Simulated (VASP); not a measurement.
# A VASP study of TiPt3 (PBE): structure first, properties next, part 5 of 5

What structure does TiPt3 take at this level, and what are its properties? The start is a cell from a database of measured crystal structures.

VASP 6.6.1; PBE; plane waves and PAW (Ti_sv, Pt).

Still holding for the runs below: Spin-orbit coupling is off here; it can split and shift levels that hold much weight on Pt by tenths of an eV or more.

So far. Step 6 (Total and projected DOS (PBE)): The finer mesh and the other smearing move the Fermi level by -0.00 eV from the 6×6×6 run, a small shift, which tests the Fermi level alone. Of the states within 0.3 eV of the Fermi level, the largest shares in the PAW spheres are Ti d 56 % and Pt d 29 %. The rest lies in smaller channels or between the spheres. The relaxed cell has a = 3.945 Å (conventional setting).

The database entry behind the starting cell is an old determination (1943), so it need not match the best structure at ambient conditions.

### Step 8. Optical spectrum (PBE)

LOPTICS sums transitions from filled to empty bands. NBANDS is raised for it.

INCAR reads:

```
SYSTEM = TiPt3
PREC = Accurate
ENCUT = 400
EDIFF = 1E-06
NELM = 100
ISMEAR = 1
SIGMA = 0.2
LREAL = .FALSE.
ALGO = Normal
GGA = PE
NBANDS = 53
LASPH = .TRUE.
LORBIT = 11
LWAVE = .FALSE.
LCHARG = .FALSE.
KPAR = 4
LOPTICS = .TRUE.
NEDOS = 1500
CSHIFT = 0.1
```

POSCAR reads:

```
TiPt3
1.0
    3.9446702305      0.0000000000      0.0000000000
    0.0000000000      3.9446702305      0.0000000000
    0.0000000000      0.0000000000      3.9446702305
Ti Pt
1 3
Direct
    0.0000000000      0.0000000000      0.0000000000
    0.0000000000      0.5000000000      0.5000000000
    0.5000000000      0.0000000000      0.5000000000
    0.5000000000      0.5000000000      0.0000000000
```

KPOINTS reads:

```
Automatic mesh
0
Gamma
8 8 8
0 0 0
```

Potentials, in the order of the species: Ti_sv and Pt (PBE family, release 64).

Command:

```sh
$ mpirun -np 4 vasp_std
```

What it wrote:

```text
[... set-up lines as in an earlier step ...]
 entering main loop
       N       E                     dE             d eps       ncg     rms          rms(c)
DAV:   1     0.312762537602E+03    0.31276E+03   -0.14988E+04  3710   0.704E+02
DAV:   2    -0.120127697796E+02   -0.32478E+03   -0.29794E+03  3910   0.220E+02
DAV:   3    -0.323207812973E+02   -0.20308E+02   -0.19729E+02  4342   0.578E+01
DAV:   4    -0.327671619370E+02   -0.44638E+00   -0.44536E+00  4267   0.814E+00
DAV:   5    -0.327746196200E+02   -0.74577E-02   -0.74570E-02  4557   0.106E+00    0.206E+01
DAV:   6    -0.310943509507E+02    0.16803E+01   -0.59300E+00  4308   0.158E+01    0.148E+01
DAV:   7    -0.305116705736E+02    0.58268E+00   -0.20345E+01  4275   0.160E+01    0.101E+01
DAV:   8    -0.296525161949E+02    0.85915E+00   -0.67266E-01  4213   0.518E+00    0.412E+00
DAV:   9    -0.296358111085E+02    0.16705E-01   -0.11345E+00  5242   0.341E+00    0.314E+00
DAV:  10    -0.295410726600E+02    0.94738E-01   -0.35193E-01  4496   0.233E+00    0.306E-01
DAV:  11    -0.295442763652E+02   -0.32037E-02   -0.11143E-02  4499   0.421E-01    0.543E-01
DAV:  12    -0.295413494632E+02    0.29269E-02   -0.10359E-02  4721   0.363E-01    0.338E-02
DAV:  13    -0.295413474017E+02    0.20616E-05   -0.12231E-04  4230   0.443E-02    0.104E-02
DAV:  14    -0.295413468336E+02    0.56805E-06   -0.70523E-06  4392   0.105E-02
   1 F= -.29541347E+02 E0= -.29545861E+02  d E =0.135411E-01
 optical routines
 imaginary and real dielectric function
 recalculating local potential from charge density
 direction            1
 direction            2
 direction            3
```

It took 31 s on 4 MPI ranks of Intel Xeon Platinum 8375C at 2.90GHz (Ice Lake), shared host; peak memory 1 GiB; 2 min of CPU time.

OUTCAR, selected parts (step 8):

```text
   k-points           NKPTS =     35   k-points in BZ     NKDIM =     35   number of bands    NBANDS=     53

   NELECT =      42.0000    total number of electrons

 E-fermi :  11.2644

 k-point     1 :       0.0000    0.0000    0.0000
  band No.  band energies     occupation
    ...
     16       9.6034      2.00000
     17      10.6883      2.00036
     18      11.2372      1.22735
     19      11.2372      1.22735
     20      11.2372      1.22735
     21      12.5291     -0.00000
     22      12.5291     -0.00000
     23      12.8264     -0.00000
     24      12.8264     -0.00000
     25      12.8264     -0.00000
    ...

  Total        0.0346940      0.0346940      0.0346940      0.0000000      0.0000000     -0.0000000
  in kB        0.9055936      0.9055936      0.9055936      0.0000000      0.0000000     -0.0000000
  external PRESSURE =       0.9055936 kB  Pullay stress =       0.0000000 kB

  FREE ENERGIE OF THE ION-ELECTRON SYSTEM (eV)
  ---------------------------------------------------
  free  energy   TOTEN  =       -29.5413468336 eV

  energy  without entropy=      -29.5548879057  energy(sigma->0) =      -29.54586052

 plasma frequency squared (from intraband transitions) (eV^2)
  --------------------------------------------------------------------------------------
       9.927       0.000      -0.000
       0.000       9.927       0.000
      -0.000       0.000       9.927

[... 8 parts as in an earlier step ...]

[... 9 further parts left out ...]
```

These are independent-particle spectra without excitons or local fields. Fine structure and low peaks depend on the mesh and on CSHIFT. The intraband (Drude) part is not in this spectrum.

This step gave:

```yaml
scf_cycles: 14
bands: 53
irreducible_k_points: 35
free_energy_toten: -29.54 eV
energy_at_zero_smearing: -29.55 eV
pressure: 0.09056 GPa
```

The imaginary dielectric function, xx has structure finer than the step of the table below, so its rows give means over 1 eV, whole bins alone (the curve runs from 0 to 24.9 eV). Peaks (eV: height): 0.1: 59.6, 2.4: 44.6.

The imaginary dielectric function, xx by photon energy; means over each step:

photon energy (eV), imaginary dielectric function, xx and a bar:
```
        1       30.6 ######################
        2       42.1 ##############################
        3       28.9 ####################
        4       11.9 ########
        5        7.3 #####
        6        5.4 ###
        7        5.0 ###
        8        4.2 ##
        9        3.9 ##
       10        2.8 #
       11        2.2 #
       12        2.4 #
       13        2.2 #
       14        2.0 #
       15        2.0 #
       16        1.9 #
       17        2.3 #
       18        3.1 ##
       19        3.4 ##
       20        1.9 #
       21        1.9 #
       22        1.5 
       23        1.2 
       24        0.9
```

Real dielectric function, xx against photon energy:

| photon energy (eV) | real dielectric function, xx |
| --- | --- |
| 0 | 130 |
| 1 | 34.5 |
| 2 | 15.8 |
| 3 | -10.7 |
| 4 | -8.36 |
| 5 | -3.84 |
| 6 | -1.99 |
| 7 | -1.44 |
| 8 | -0.702 |
| 9 | -1.21 |
| 10 | -0.717 |
| 11 | -0.461 |
| 12 | -0.301 |
| 13 | 4.9e-4 |
| 14 | 0.463 |
| 15 | 0.636 |
| 16 | 0.710 |
| 17 | 1.24 |
| 18 | 1.23 |
| 19 | -0.611 |
| 20 | -0.860 |
| 21 | -0.538 |
| 22 | -0.696 |
| 23 | -0.652 |
| 24 | -0.287 |

### Step 9. A single point (PBE) with a changed input

A single point gives energy, forces and stress at these settings. Some settings are moved from the usual, to see what they do.

INCAR reads:

```
SYSTEM = TiPt3
PREC = Accurate
ENCUT = 800
EDIFF = 1E-06
NELM = 100
ISMEAR = -5
SIGMA = 0.1
LREAL = .FALSE.
ALGO = Normal
GGA = PE
NBANDS = 27
LASPH = .TRUE.
LORBIT = 11
LWAVE = .FALSE.
LCHARG = .FALSE.
KPAR = 4
ISIF = 2
NELECT = 41
```

POSCAR is that of step 8.

KPOINTS reads:

```
Automatic mesh
0
Gamma
6 6 6
0 0 0
```

Command:

```sh
$ mpirun -np 4 vasp_std
```

What it wrote:

```text
[... set-up lines as in an earlier step ...]
 entering main loop
       N       E                     dE             d eps       ncg     rms          rms(c)
DAV:   1     0.431317036744E+03    0.43132E+03   -0.25943E+04  1080   0.221E+03
DAV:   2    -0.507269995908E+01   -0.43639E+03   -0.42177E+03  1118   0.499E+02
DAV:   3    -0.429085874971E+02   -0.37836E+02   -0.35718E+02  1444   0.123E+02
DAV:   4    -0.444968045190E+02   -0.15882E+01   -0.15760E+01  1367   0.246E+01
DAV:   5    -0.445339676075E+02   -0.37163E-01   -0.37173E-01  1349   0.379E+00BRMIX: very serious problems
 the old and the new charge density differ
 old charge density:    42.00000 new   41.00000
BRMIX: very serious problems
 the old and the new charge density differ
 old charge density:    42.00000 new   41.00000
BRMIX: very serious problems
 the old and the new charge density differ
 old charge density:    42.00000 new   41.00000
BRMIX: very serious problems
 the old and the new charge density differ
 old charge density:    42.00000 new   41.00000
    0.197E+01
DAV:   6    -0.407884834509E+02    0.37455E+01   -0.12478E+01  1364   0.308E+01    0.822E+00
DAV:   7    -0.410349522812E+02   -0.24647E+00   -0.94865E+00  1421   0.203E+01    0.793E+00
DAV:   8    -0.403274915625E+02    0.70746E+00   -0.18124E+00  1445   0.103E+01    0.278E+00
DAV:   9    -0.403405115401E+02   -0.13020E-01   -0.21988E-01  1618   0.267E+00    0.126E+00
DAV:  10    -0.403189020434E+02    0.21609E-01   -0.10270E-01  1448   0.243E+00    0.125E-01
DAV:  11    -0.403191341626E+02   -0.23212E-03   -0.22391E-03  1372   0.394E-01    0.150E-01
DAV:  12    -0.403189404912E+02    0.19367E-03   -0.98986E-04  1461   0.206E-01    0.147E-02
DAV:  13    -0.403189451118E+02   -0.46206E-05   -0.17839E-05  1247   0.368E-02    0.740E-03
DAV:  14    -0.403189492389E+02   -0.41270E-05   -0.43793E-06  1067   0.171E-02    0.513E-03
DAV:  15    -0.403189467777E+02    0.24612E-05   -0.16206E-06   921   0.118E-02    0.548E-04
DAV:  16    -0.403189466746E+02    0.10308E-06   -0.10661E-07   606   0.257E-03
   1 F= -.40318947E+02 E0= -.40318947E+02  d E =0.000000E+00
 [... a notice as in an earlier step ...]
```

Run time: 26 s. Hardware: 4 MPI ranks; peak memory 0.95 GiB; 98 s of CPU time.

OUTCAR, selected parts (step 9):

```text
NELECT = 41

 ion  position               nearest neighbor table
   1  0.000  0.000  0.000-   2 2.79   3 2.79   4 2.79   2 2.79   3 2.79   2 2.79   4 2.79   2 2.79
                             3 2.79   4 2.79   3 2.79   4 2.79
   2  0.000  0.500  0.500-   1 2.79   3 2.79   4 2.79   1 2.79   4 2.79   1 2.79   3 2.79   1 2.79
                             3 2.79   4 2.79   4 2.79   3 2.79
   3  0.500  0.000  0.500-   1 2.79   2 2.79   4 2.79   1 2.79   4 2.79   2 2.79   4 2.79   4 2.79
                             1 2.79   2 2.79   1 2.79   2 2.79
   4  0.500  0.500  0.000-   1 2.79   2 2.79   3 2.79   2 2.79   3 2.79   1 2.79   3 2.79   3 2.79
                             1 2.79   2 2.79   2 2.79   1 2.79

   ENCUT  =  800.0 eV  58.80 Ry    7.67 a.u.   9.10  9.10  9.10*2*pi/ulx,y,z

 E-fermi :  10.3787

 k-point     1 :       0.0000    0.0000    0.0000
  band No.  band energies     occupation
    ...
     14       7.6673      2.00000
     15       9.4434      2.00000
     16       9.4434      2.00000
     17      10.5221      1.90924
     18      11.0137      1.02407
     19      11.0137     -0.00711
     20      11.0137      0.00000
     21      12.3571      0.00000
     22      12.3571      0.00000
     23      12.9350      0.00000
    ...

  Total      -17.1673813    -17.1673813    -17.1673813      0.0000000     -0.0000000      0.0000000
  in kB     -448.1078253   -448.1078253   -448.1078253      0.0000000     -0.0000000      0.0000000
  external PRESSURE =    -448.1078253 kB  Pullay stress =       0.0000000 kB

  FREE ENERGIE OF THE ION-ELECTRON SYSTEM (eV)
  ---------------------------------------------------
  free  energy   TOTEN  =       -40.3189466746 eV

  energy  without entropy=      -40.3189466746  energy(sigma->0) =      -40.31894667

[... 5 parts as in an earlier step ...]

[... 11 further parts left out ...]
```

The run converged; its settings lie outside those of the reference runs, so its numbers are set aside.

Settings moved from the usual: ISMEAR = -5, SIGMA = 0.1, ENCUT = 800 and NELECT = 41.0.

NELECT differs from the neutral count, so the cell is charged against a uniform background: another system, not a numerical setting. With tetrahedra SIGMA is not used.

### Step 10. Ionic relaxation at fixed cell (PBE) with a changed input

This run is made with a changed input; what comes of it follows.

INCAR reads:

```
SYSTEM = TiPt3
PREC = Accurate
ENCUT = 400
EDIFF = 1E-06
NELM = 89
ISMEAR = 1
SIGMA = 0.2
LREAL = .FALSE.
ALGO = Normal
GGA = PE
NBANDS = 27
LASPH = .TRUE.
LORBIT = 11
LWAVE = .FALSE.
LCHARG = .FALSE.
KPAR = 4
IBRION = 2
NSW = 1
ISIF = 2
EDIFFG = -0.01
```

POSCAR is that of step 9.

KPOINTS is that of step 9.

Command:

```sh
$ mpirun -np 4 vasp_std
```

What it wrote:

```text
[... set-up lines as in an earlier step ...]
 entering main loop
       N       E                     dE             d eps       ncg     rms          rms(c)
[... 16 cycles as in an earlier step ...]
   1 F= -.29534953E+02 E0= -.29539893E+02  d E =-.295350E+02
 curvature:   0.00 expect dE= 0.000E+00 dE for cont linesearch  0.000E+00
 trial: gam= 0.00000 g(F)=  0.000E+00 g(S)=  0.000E+00 ort = 0.000E+00 (trialstep = 0.100E+01)
 search vector abs. value=  0.100E-09
 reached required accuracy - stopping structural energy minimisation
```

It took 13 s on 4 MPI ranks; peak memory 0.63 GiB.

From OUTCAR (step 10):

```text
   NELECT =      42.0000    total number of electrons

 E-fermi :  11.2693

[... 21 parts as in an earlier step ...]

[... 2 further parts left out ...]
```

CONTCAR:

```
TiPt3
   1.00000000000000
     3.9446702304999999    0.0000000000000000    0.0000000000000000
     0.0000000000000000    3.9446702304999999    0.0000000000000000
     0.0000000000000000    0.0000000000000000    3.9446702304999999
  Ti              Pt
     1     3
Direct
     0.0000000000000000    0.0000000000000000    0.0000000000000000
     0.0000000000000000    0.5000000000000000    0.5000000000000000
     0.5000000000000000    0.0000000000000000    0.5000000000000000
     0.5000000000000000    0.5000000000000000    0.0000000000000000
```

The run converged. In energy (within 2 meV an atom) it ends like the sound relaxation.

Against the sound run on this cell (band structure (PBE)) the energy at zero smearing moves by +0.0 meV an atom and the pressure by +0.01 GPa.

Settings moved from the usual: NELM = 89 and NSW = 1.

### Step 11. Results

```json
{
 "relaxed volume": "15.35 Å³/atom",
 "relaxed conventional cell a, b, c": "3.945, 3.945, 3.945 Å",
 "space group after relaxing, within 0.02 Å": "Pm-3m (No. 221)",
 "band gap": "none, a metal",
 "DOS at the Fermi level": "1.04 states/eV/cell",
 "highest zone-centre mode": "166 cm⁻¹"
}
```

In words: With PBE, TiPt3 relaxes to 15.35 Å³/atom in space group Pm-3m (held by the symmetry of the run) and comes out as a metal. Against the listed cell the volume lies +3.7 %. Band structure (PBE): Of the bands kept, 3 cross the Fermi level on this path. Zone-centre phonons (PBE): The highest mode in this list at Γ, 165.9 cm⁻¹, is mostly motion of Pt (85 % of the kinetic energy). Spin-orbit coupling is left out, and with elements this heavy it would split and shift bands near the Fermi level. The k-sampling is coarse for a metal, so the Fermi level, pressures and the shape of the cell carry errors. Modes at Γ alone can't show that the crystal is stable at other wave vectors. No search among competing phases was made, and a listed structure need not be the one stable at ambient conditions. All values are for a static lattice at zero temperature.

[Lines on the potential files, build, host, timing and source positions are cut from VASP's logs without a mark.]

[Logs are printed without paths, hosts, clocks, repeated set-up lines and the standing remarks that a program may print on its own settings, such as how far it seeks lower states.]

[Hosts, paths, dates, database ids (printed as entryN), source tags and the programs' standing remarks are cut or masked in the printed files.]

[A measured line is paired with the nearest computed mode of its activity, which favours agreement.]

[In band tables of VASP the shares of atoms and orbitals are scaled to a sum of 1 inside the atoms' spheres.]
